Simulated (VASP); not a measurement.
Given:

```
Be
1.0
    1.16790    -2.02286     0.00000
    1.16790     2.02286     0.00000
    0.00000     0.00000     3.65160
Be
2
Direct
  0.33333   0.66667   0.25000
  0.66667   0.33333   0.75000
```

All values below come from PBE GGA, VASP's PBE PAW potentials (set 64) (plane waves; VASP 6.6.1). Settings: 400 eV cut-off, 13×13×8 Γ-centred mesh, first-order Methfessel-Paxton smearing of 0.10 eV, potentials Be.

Task: Give the stress tensor in GPa (positive for a compressed cell).

Result: 
```
-8.81   0.00   0.00
 0.00  -8.81   0.00
 0.00   0.00  -9.61
```
The pressure is its mean diagonal, -9.07 GPa.

The compound is Be in the hcp structure. The cell was not relaxed at this level.
